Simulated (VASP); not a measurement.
Given:

```
B31N31Si
1.0
    7.24888     0.00000     0.00000
    0.00000     7.24888     0.00000
    0.00000     0.00000     7.24888
B N Si
31 31 1
Direct
  0.50341   0.00399   0.00435
  0.75560   0.24981   0.99890
  0.75562   0.99853   0.25023
  0.00374   0.00130   0.00173
  0.25436   0.25306   0.00436
  0.50016   0.50523   0.99893
  0.75250   0.75264   0.99871
  0.25434   0.00399   0.25344
  0.75427   0.50392   0.23569
  0.50021   0.99855   0.50562
  0.75431   0.23528   0.50432
  0.75253   0.99831   0.75305
  0.00302   0.50211   0.99871
  0.25165   0.75341   0.00172
  0.00393   0.25121   0.25161
  0.24887   0.50523   0.25022
  0.50160   0.75355   0.25160
  0.00302   0.99830   0.50255
  0.24885   0.24989   0.50561
  0.48562   0.50397   0.50434
  0.74930   0.74820   0.49935
  0.25170   0.00138   0.75377
  0.50161   0.25124   0.75394
  0.74926   0.49890   0.74861
  0.00105   0.75069   0.25018
  0.99855   0.49892   0.49934
  0.24866   0.75267   0.50256
  0.00105   0.24978   0.75111
  0.24865   0.50215   0.75307
  0.50015   0.75071   0.75112
  0.00051   0.75014   0.75059
  0.63737   0.12501   0.12543
  0.88128   0.37595   0.12204
  0.88132   0.12161   0.37639
  0.12927   0.12730   0.12772
  0.37539   0.38704   0.12544
  0.62632   0.63092   0.12203
  0.87881   0.87486   0.12538
  0.37539   0.12505   0.38741
  0.87256   0.62219   0.37374
  0.62635   0.12162   0.63131
  0.87257   0.37332   0.62261
  0.87882   0.12494   0.87529
  0.12524   0.62845   0.12539
  0.37770   0.87887   0.12772
  0.12633   0.37623   0.37659
  0.37197   0.63098   0.37639
  0.62657   0.87597   0.37659
  0.12525   0.12497   0.62881
  0.37199   0.37602   0.63132
  0.62365   0.62224   0.62263
  0.87574   0.87356   0.62577
  0.37773   0.12734   0.87926
  0.62656   0.37621   0.87637
  0.87571   0.62535   0.87400
  0.12592   0.87554   0.37699
  0.12394   0.62539   0.62577
  0.37535   0.87490   0.62883
  0.12592   0.37659   0.87594
  0.37531   0.62849   0.87529
  0.62694   0.87554   0.87593
  0.12671   0.87633   0.87671
  0.54657   0.29621   0.29655
```

Computed with PBE GGA, VASP's PBE PAW potentials (set 64) (plane waves; VASP). Numerical set-up: PREC = Normal, LREAL = Auto, ISYM = 0, 400 eV cut-off, 1×1×1 Γ-centred mesh, Gaussian smearing of 0.050 eV, potentials B N Si. Starting moments (MAGMOM): 63*0.0317. The cell's moment is fixed (NUPDOWN = 2).

At this cut-off the stress carries a Pulay error, which pulls relaxed volumes low.  The supercell is sampled at Γ alone, which is coarse: total energies, pressure and levels can be off, energies of defects by several tenths of an eV.

Q: What does the run give for the cell moment, energy per atom (σ→0), pressure?

A: 
* **cell moment**: 2.00 μB
* **energy per atom (σ→0)**: -8.548 eV/atom
* **pressure**: -16.2 kbar

Q: Give the moment on each site (PAW-sphere projection).

A: 
```json
[
 {"site": "B1", "moment (μB)": "0.00"},
 {"site": "B2", "moment (μB)": "0.00"},
 {"site": "B3", "moment (μB)": "0.00"},
 {"site": "B4", "moment (μB)": "0.00"},
 {"site": "B5", "moment (μB)": "0.00"},
 {"site": "B6", "moment (μB)": "0.00"},
 {"site": "B7", "moment (μB)": "0.01"},
 {"site": "B8", "moment (μB)": "0.00"},
 {"site": "B9", "moment (μB)": "0.20"},
 {"site": "B10", "moment (μB)": "0.00"},
 {"site": "B11", "moment (μB)": "0.20"},
 {"site": "B12", "moment (μB)": "0.01"},
 {"site": "B13", "moment (μB)": "0.01"},
 {"site": "B14", "moment (μB)": "0.00"},
 {"site": "B15", "moment (μB)": "0.00"},
 {"site": "B16", "moment (μB)": "0.00"},
 {"site": "B17", "moment (μB)": "0.00"},
 {"site": "B18", "moment (μB)": "0.01"},
 {"site": "B19", "moment (μB)": "0.00"},
 {"site": "B20", "moment (μB)": "0.20"},
 {"site": "B21", "moment (μB)": "0.00"},
 {"site": "B22", "moment (μB)": "0.00"},
 {"site": "B23", "moment (μB)": "0.00"},
 {"site": "B24", "moment (μB)": "0.00"},
 {"site": "B25", "moment (μB)": "0.00"},
 {"site": "B26", "moment (μB)": "0.00"},
 {"site": "B27", "moment (μB)": "0.01"},
 {"site": "B28", "moment (μB)": "0.00"},
 {"site": "B29", "moment (μB)": "0.01"},
 {"site": "B30", "moment (μB)": "0.00"},
 {"site": "B31", "moment (μB)": "0.00"},
 {"site": "N32", "moment (μB)": "0.03"},
 {"site": "N33", "moment (μB)": "0.03"},
 {"site": "N34", "moment (μB)": "0.03"},
 {"site": "N35", "moment (μB)": "0.00"},
 {"site": "N36", "moment (μB)": "0.03"},
 {"site": "N37", "moment (μB)": "0.03"},
 {"site": "N38", "moment (μB)": "0.00"},
 {"site": "N39", "moment (μB)": "0.03"},
 {"site": "N40", "moment (μB)": "0.00"},
 {"site": "N41", "moment (μB)": "0.03"},
 {"site": "N42", "moment (μB)": "0.00"},
 {"site": "N43", "moment (μB)": "0.00"},
 {"site": "N44", "moment (μB)": "0.00"},
 {"site": "N45", "moment (μB)": "0.00"},
 {"site": "N46", "moment (μB)": "0.00"},
 {"site": "N47", "moment (μB)": "0.03"},
 {"site": "N48", "moment (μB)": "0.00"},
 {"site": "N49", "moment (μB)": "0.00"},
 {"site": "N50", "moment (μB)": "0.03"},
 {"site": "N51", "moment (μB)": "0.00"},
 {"site": "N52", "moment (μB)": "0.00"},
 {"site": "N53", "moment (μB)": "0.00"},
 {"site": "N54", "moment (μB)": "0.00"},
 {"site": "N55", "moment (μB)": "0.00"},
 {"site": "N56", "moment (μB)": "0.02"},
 {"site": "N57", "moment (μB)": "0.00"},
 {"site": "N58", "moment (μB)": "0.00"},
 {"site": "N59", "moment (μB)": "0.02"},
 {"site": "N60", "moment (μB)": "0.00"},
 {"site": "N61", "moment (μB)": "0.02"},
 {"site": "N62", "moment (μB)": "0.00"},
 {"site": "Si63", "moment (μB)": "0.14"}
]
```

Total energies compare only between runs with the same potentials, cut-off and functional.

The cell is a supercell with a defect, built from BN (zinc blende): Si_N-vac_B.
